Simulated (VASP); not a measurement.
**TbO: single point with r2SCAN**

TbO:

```
Tb O
1.0
     2.78384    0.00000    0.00000
     0.00000    2.78384    0.00000
     0.00000    0.00000    2.78384
Tb O
1 1
Direct
  0.00000 0.00000 0.00000
  0.50000 0.50000 0.50000
```

The cell comes from a database or a generator and needn't be the stable form of this composition.

| Quantity | Value |
| --- | --- |
| Program | VASP 6.6.1 |
| Task | single point |
| Functional | r2SCAN |
| Potentials or basis | VASP PAW PBE potentials, release 64 (Tb, O) |
| Cutoff | 520 eV |
| k mesh | 7 × 7 × 7 |
| Occupations | gaussian, width 0.05 eV |
| Spin | collinear spin, zero start |
| Starting moments | [0.0, 0.0] μB |

The pressure is 42.2 GPa, the band gap on the k mesh is none (metal or under the smearing width) and the net moment is -1.64 μB per cell. The site moments are Tb -1.57; O +0.02 μB and the valence electrons inside the program's atomic spheres are Tb 16.79; O 5.12.

Levels at points of the mesh, in eV from the Fermi level:
Spin up:
| k point | band 10 | band 11 | band 12 | band 13 | band 14 | band 15 |
| --- | --- | --- | --- | --- | --- | --- |
| (0.00, 0.00, 0.00) | -1.44 | -1.44 | 0.24 | 0.24 | 0.24 | 2.42 |
Spin down:
```csv
k point,band 10,band 11,band 12,band 13,band 14,band 15,band 16,band 17
"(0.00, 0.00, 0.00)",-2.59,-2.59,-1.90,-1.90,0.48,0.48,0.48,1.57
```

It took 110 s on 1 thread of Intel(R) Xeon(R) 6975P-C (Granite Rapids), with other jobs on the host, peak memory 0.18 GiB.

Caveat: the magnetic or orbital state may not be the lowest; a pressure of tens of GPa on the cell as given is suspect, and the run, the potentials or the cell itself is likely at fault; the PAW data sets were made with another functional, which shifts forces and pressure a little; spin-orbit coupling is left out, which moves the levels of the heavy elements; without U or exact exchange the open f shell lies at the Fermi level, which spoils levels, moments and volumes. With open d or f shells a metallic result of r2SCAN can be an artefact of self-interaction; +U or a hybrid may open a gap.
